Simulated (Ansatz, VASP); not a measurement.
# ZnAg (Ag-Zn stack, (111) layers) in two plane-wave programs, part 2 of 2

Wanted: the spread between two codes on one cell, functional and k mesh. The cell is taken from a series of runs on this material, whose earlier steps may have relaxed, scaled, displaced or heated it; both programs get it as it stands.

VASP 6.6.1 and Ansatz 0.2.0.

So far: Starting point; VASP: zone-centre phonons, PBEsol.

### Step 3. Ansatz: zone-centre phonons, PBEsol

Level of this step: Ansatz beside VASP: Kohn-Sham DFT, plane waves, PBEsol (Ansatz).

Ansatz runs on its PAW soft_1 files.

The same cell, functional, mesh and smearing now go to Ansatz, which takes its cutoff from its data sets.

input.yaml

```yaml
crystal:
  lattice:
    - [2.7002214964, 0.0, 0.0]
    - [-1.3501107482, 2.3384604117, 0.0]
    - [0.0, 0.0, 28.3331198725]
  atoms:
    - { symbol: Ag, position: [0.0, 0.0, 0.1916725709] }
    - { symbol: Zn, position: [0.3333333333, 0.6666666667, 0.2765624862] }
  periodic: [true, true, false]
kpoints:
  mp_grid: { grid: [6, 6, 1] }
hamiltonian:
  xc: pbesol
  pseudopotentials: { kind: paw, azcp: { folder: soft_1 }, xc_functional: pbe }
scf:
  occupations: { method: methfessel_paxton, width: 0.2 }
output:
  eigenvalues: true
phonons:
  method: dfpt
  qmesh: [2, 2, 1]
  temperatures: { t_max: 1000, t_step: 50 }
  qpath:
    path:
      - [0.0, 0.0, 0.0]
      - [0.5, 0.0, 0.0]
      - [0.33333333, 0.33333333, 0.0]
      - [0.0, 0.0, 0.0]
    npoints: 10
```

The run is started by

```console
$ ansatz run input.yaml --threads 4 --pin off --max-ram 20480MiB --backend cpu --events-out ev --progress --plain --runs-dir out
```

Numbers of over 12 decimals in the logs are rounded to 6 here.

Log:

```text
Engine: ansatz 0.2.0, aarch64-unknown-linux-gnu
Pseudopotentials: kind: paw
Pseudopotential: Ag, paw, valence charge 19, recommended cutoff 420 eV (normal), soft_1/Ag.paw.azcp
Pseudopotential: Zn, paw, valence charge 12, recommended cutoff 420 eV (normal), soft_1/Zn.paw.azcp
Functional definition: PBEsol
  exchange = pbesol_x
  correlation = pbesol_c
Crystal: 2 atoms, lattice volume = 178.906 Å³
Basis set: ecut = 420 eV, 3533 PW (Γ), exchange–correlation on 40×40×384 points (8 copies of the dense FFT grid, shifted against one another)
Bands: 20, of which v1, the nominal top of the filled ones, is band 16 counted from 1 (15 counted from 0)
Symmetry: 6 space group operations
k-points: 7 of 36 (time reversal used)
Non-local potential: Ag, projectors of the file, l = 0: 3, l = 1: 2, l = 2: 2, l = 3: 1
Non-local potential: Zn, projectors of the file, l = 0: 2, l = 1: 2, l = 2: 3, l = 3: 1
PAW form: soft (Blöchl's): semilocal exchange-correlation on the pseudo side does not see the compensation charge
PAW frozen core: Ag, regenerated for the run's functional, and the local potential with it (the file was generated under x = pbe(κ = 0.804, μ = 0.219515), c = pbe(β = 0.066725))
PAW frozen core: Zn, regenerated for the run's functional, and the local potential with it (the file was generated under x = pbe(κ = 0.804, μ = 0.219515), c = pbe(β = 0.066725))
PAW one-centre angular grid: Ag, 590 points (default); XC on 64 Gauss nodes
PAW one-centre angular grid: Zn, 590 points (default); XC on 64 Gauss nodes
Initial density: superposition of atomic densities (neutral atoms: chi_scale 0, normalization atom)
Initial wavefunctions: pseudopotential atomic-orbital guess
Functional: x = pbesol(κ = 0.804, μ = 0.123457), c = pbesol(β = 0.046)
SCF iter   1: F=—  HF=-10803.047097 eV  |F-HF|=—  |Δ(HF+E_count)|=         —  Δρ=2.82e-2  dr2=1.37e0  ethr=3.10e-3  ⟨swp⟩=12.4  Hψ=1144  notcnv=0
preconditioner: auto → Resta (q_TF=auto, 2.037 Å⁻¹)  ε∞=2.8  [insulator: Δε(μ)=0.778 eV  Ē_g=9.967 eV  σ=0.200 eV  W_gap=1.02  n_scr=18 (ndim 8)  ℏωp=13.3 eV  f_vac=0.768  D(μ)=-0.05/eV (n_scr^D=0)  ε∞_Penn≈2.8  vacuum switching on, ρ_ref=7.2e-3 e/Å³]
SCF iter   2: F=—  HF=-10802.705445 eV  |F-HF|=—  |Δ(HF+E_count)|=   3.42e-1  S|Δr|=    0.00e0  Δρ=1.07e-2  dr2=1.32e-1  ethr=3.10e-3  ⟨swp⟩=3.7  Hψ=405  notcnv=0  defer=3
SCF iter   3: F=—  HF=-10802.671500 eV  |F-HF|=—  |Δ(HF+E_count)|=   3.39e-2  S|Δr|=    0.00e0  Δρ=4.43e-3  dr2=6.13e-2  ethr=4.27e-4  ⟨swp⟩=3.1  Hψ=356  notcnv=0  defer=3
SCF iter   4: F=—  HF=-10802.666901 eV  |F-HF|=—  |Δ(HF+E_count)|=   4.60e-3  S|Δr|=    0.00e0  Δρ=2.27e-3  dr2=4.95e-2  ethr=1.98e-4  ⟨swp⟩=2.4  Hψ=246  notcnv=0  defer=3
SCF iter   5: F=—  HF=-10802.662659 eV  |F-HF|=—  |Δ(HF+E_count)|=   4.24e-3  S|Δr|=    0.00e0  Δρ=1.63e-3  dr2=2.75e-3  ethr=1.60e-4  ⟨swp⟩=2.3  Hψ=221  notcnv=0  defer=3
SCF iter   6: F=—  HF=-10802.662505 eV  |F-HF|=—  |Δ(HF+E_count)|=   1.54e-4  S|Δr|=    0.00e0  Δρ=5.95e-4  dr2=3.86e-4  ethr=8.88e-6  ⟨swp⟩=3.1  Hψ=302  notcnv=0  defer=3
SCF iter   7: F=—  HF=-10802.662604 eV  |F-HF|=—  |Δ(HF+E_count)|=   9.88e-5  S|Δr|=    0.00e0  Δρ=1.38e-4  dr2=4.07e-5  ethr=1.24e-6  ⟨swp⟩=2.9  Hψ=248  notcnv=0  defer=3
SCF iter   8: F=—  HF=-10802.662612 eV  |F-HF|=—  |Δ(HF+E_count)|=   8.13e-6  S|Δr|=    0.00e0  Δρ=5.18e-5  dr2=4.56e-6  ethr=1.31e-7  ⟨swp⟩=3.6  Hψ=301  notcnv=0  defer=3
SCF iter   9: F=—  HF=-10802.662600 eV  |F-HF|=—  |Δ(HF+E_count)|=   1.15e-5  S|Δr|=    0.00e0  Δρ=3.59e-5  dr2=1.46e-6  ethr=1.47e-8  ⟨swp⟩=3.4  Hψ=290  notcnv=0  defer=3
SCF iter  10: F=—  HF=-10802.662643 eV  |F-HF|=—  |Δ(HF+E_count)|=   4.31e-5  S|Δr|=    0.00e0  Δρ=7.73e-6  dr2=9.36e-8  ethr=4.72e-9  ⟨swp⟩=2.6  Hψ=229  notcnv=0  defer=3
SCF iter  11: F=—  HF=-10802.662643 eV  |F-HF|=—  |Δ(HF+E_count)|=   8.61e-9  S|Δr|=    0.00e0  Δρ=1.33e-6  dr2=2.21e-9  ethr=3.02e-10  ⟨swp⟩=3.3  Hψ=315  notcnv=0  defer=3
SCF iter  12: F=—  HF=-10802.662643 eV  |F-HF|=—  |Δ(HF+E_count)|=   1.67e-9  S|Δr|=    0.00e0  Δρ=3.17e-7  dr2=2.60e-10  ethr=7.13e-12  ⟨swp⟩=3.3  Hψ=319  notcnv=0  defer=3
SCF iter  13: F=—  HF=-10802.662643 eV  |F-HF|=—  |Δ(HF+E_count)|=  2.11e-10  S|Δr|=    0.00e0  Δρ=1.04e-7  dr2=1.87e-10  ethr=1.00e-12  ⟨swp⟩=3.7  Hψ=306  notcnv=0  defer=3
SCF iter  14: F=-10802.662643 eV  HF=-10802.662643 eV  |F-HF|=2.91e-11  |Δ(HF+E_count)|=  6.55e-11  S|Δr|=    0.00e0  Δρ=6.90e-8  dr2=5.17e-12  ethr=1.00e-12  ⟨swp⟩=13.4  Hψ=1115  notcnv=0
SCF 1 converged in 14 iterations: F = -10802.662643 eV  dr2 = 5.17e-12
  greatest PAW one-centre occupation: 1.001 electrons in one spin orbital (limit 2), on the Ag atom at site 0 (counted from 0), in its partial waves of l = 0
phonons: the bands overlap, so this run is a metal and interpolates without the dipole-dipole term. If the crystal is really an insulator or semiconductor, its LO-TO splitting is missing
NSCF: frozen V_eff on 7 k-points
NSCF: frozen V_eff on 13 k-points
DFPT response loops at q = (0, 0, 0) (fractional): preconditioner auto → none (partly filled bands, converged f_vac=0.772); β = 0.50; Broyden in place of MSR1
NSCF: frozen V_eff on 26 k-points
DFPT response loops at q = (0, -0.5, 0) (fractional): mixed as the last ones told, above
SCF converged after 14 iterations
Stability not checked: this state was not tested for a lower state beside it, because cold or Methfessel-Paxton smearing, or corrected tetrahedra, fill the levels in a way that the test cannot read (fill_not_monotonic; see scf.lower_state_search)
Free energy (F): -10802.662643 eV
Harris-Foulkes:  -10802.662643 eV  (|F-HF|=2.91e-11)
Internal energy: -10802.664686 eV  (E = F + TS)
E sigma→0 (E₀):  -10802.663154 eV
Entropy (-TS):   0.002043 eV (1.021 meV/atom)
Fermi energy:    -4.753126 eV
Step filling:    the computed levels leave a gap of 0.6701 eV = 3.4 smearing widths at the electron count; against every level under it full and every level over it empty, smearing changes F+E_penalty+E_count by +0.299 meV and its σ→0 estimate by -0.212 meV
--- Per-component energies (eV) ---
  E_band       = -781.381074
  E_kinetic    = 615.128148
  E_local      = -81961.435073  (includes V_loc(G=0)·N_el)
  E_nonlocal   = 853.095850
  E_hartree    = 40440.424644
  E_xc         = -235.353368
  E_vxc        = -251.592788  (∫ρ·V_xc dr)
  E_paw        = -5746.427104  (= ΣΔE_a)
  E_vpaw       = -917.426372  (= ΣTr[D̂ρ^β])
  E_aug_tail   = 0.000116  (compensation charges beyond the density's cutoff)
  E_ewald      = 35230.782005
  E_core_change = 1.120096  (= ΣΔE_core)
  E_smearing   = 0.002043  (= −TS)
  E_closure    = -0.000000  (closes the sum)
  Σ components = -10802.662643   (vs F -10802.662643, Δ=0.00e0)
--- Band table (eV; the first three rows and the last of 7) ---
  k-point 0: bands = [... 12 lower, -9.2813, -7.9968, -7.7755, -7.7755, -5.0643, -0.7951 (-0.7970°), -0.0252, 0.4954]
  k-point 1: bands = [... 12 lower, -8.7628, -8.4744, -7.8807, -7.4225, -3.8106, -0.0644 (-0.0660°), 0.7316, 1.2620]
  k-point 2: bands = [... 12 lower, -8.1284, -8.0871, -7.5829, -5.4669, -1.1686, 1.0588 (1.0589°), 2.1443, 2.9896]
  k-point 6: bands = [... 12 lower, -9.2063, -8.2756, -2.3582, -2.1410, -1.9560, 1.4100, 2.0849, 2.4918]
  ° read free of the cell's end (the report's vacuum.weakly_bound_levels)
--- Phonons (Γ-DFPT): 4 representative perturbations + reference (Σ response iterations 14) ---
  ASR residual: 1.308e-4 → 0.000e0 eV/Å²; symmetrization residual: 1.064e-5 eV/Å²
  ASR residual per site (eV/Å²): 2.30e-5 1.31e-4
  Γ frequencies (cm⁻¹): 0.00 0.00 0.00 44.45 44.45 112.00
--- Phonons (arbitrary-q DFPT): 2 irreducible q on the 2×2×1 mesh ---
  q = [0.0000, 0.0000, 0.0000] (star 1, of the zone-centre solve; hermiticity 1.13e-5, symmetrization 9.20e-13): -0.00 -0.00 0.00 44.45 44.45 112.00
  q = [0.0000, -0.5000, 0.0000] (star 3, 6 solved perturbations on 13 of 36 k-point pairs; hermiticity 1.22e-6, symmetrization 1.43e-7): 41.58 88.30 97.60 124.28 166.72 230.88
  sum rule: each row above includes the acoustic sum rule's correction from the zone centre's row sums; it moved no ω² by more than (0.74 cm⁻¹)²
  mesh force constants: q→R imaginary residual 5.66e-18; ASR residual 1.308e-4 → 0.000e0 eV/Å²; symmetrization residual 1.243e-14 eV/Å²
  interpolated dispersion: 31 rows × 6 modes
  density of states and harmonic sums: on the 26×26×1 q-mesh, interpolated from the force constants of a 2×2×1 supercell (no non-analytic term)
  largest difference from the sums on the solved wave vectors: F 1.48e-1 eV, S 2.10e-4 and C_V 6.20e-5 eV/K
  zero-point energy: 0.040998 eV/cell   skipped modes (ω ≤ 0): 6, of them read as no rigid motion or as one in doubt: 3 (2.663e-2 modes/cell left out, lowest -5.14 cm⁻¹)   left out of the sums: 5.18e-3 of the cell's modes: C_V's classical limit lies that fraction below 3 k_B per atom; for a crystal, a wire or a layer, F and S can be off by more, and a phonons.interpolated_qmesh denser along its periods is the remedy for the sampling
```

Reading the cycles: dr2 is the Hartree energy of the density residual (eV), the measure of convergence; HF is the Harris–Foulkes estimate of the energy, which meets the free energy F at convergence.

### Step 4. Comparison

Known differences besides the potentials themselves: Ansatz cuts the interaction across the vacuum, VASP repeats the sheet without a dipole correction; VASP's run holds the zone centre alone; the data sets hold 31 valence electrons in Ansatz (on its PAW soft_1 files) and 23 in VASP; the cutoff is 420 eV in Ansatz and 500 eV in VASP; Ansatz makes its cores anew for this functional, VASP keeps those of its PBE data sets. Total energies have different zeros and are not compared.

Compared:

```
                  quantity  Ansatz   VASP  difference
optical mode 1 to 2 (cm⁻¹)    44.5   41.7        +2.7
     optical mode 3 (cm⁻¹)   112.0  111.6     +0.37 %
```

Modes are paired by rising frequency, not by their patterns, so a pair may set unlike modes beside each other; they are those without the splitting of longitudinal modes. Where the cell holds vacuum, a pressure given here is an average over it and none of the material.

### Step 5. Results

| Item | Value |
| --- | --- |
| r.m.s. difference of the optical zone-centre modes, each program's sorted by frequency (zone-centre phonons, PBEsol) | 2.2 cm⁻¹ |

What this shows: The r.m.s. difference of the optical zone-centre modes, each program's sorted by frequency is 2.2 cm⁻¹ (zone-centre phonons, PBEsol). The data sets hold unlike numbers of valence electrons (31 in Ansatz and 23 in VASP), so part of the differences may come from the potentials. Such differences can come from data sets, numerical settings and the points named under the comparisons, not from the functional's error against experiment.

[Lines on the potential files, build, host, timing and source positions are cut from VASP's logs without a mark.]

[Logs are printed without paths, hosts, clocks, repeated set-up lines and the standing remarks that a program may print on its own settings, such as how far it seeks lower states.]

[Hosts, paths, dates, database ids (printed as entryN), source tags and the programs' standing remarks are cut or masked in the printed files.]
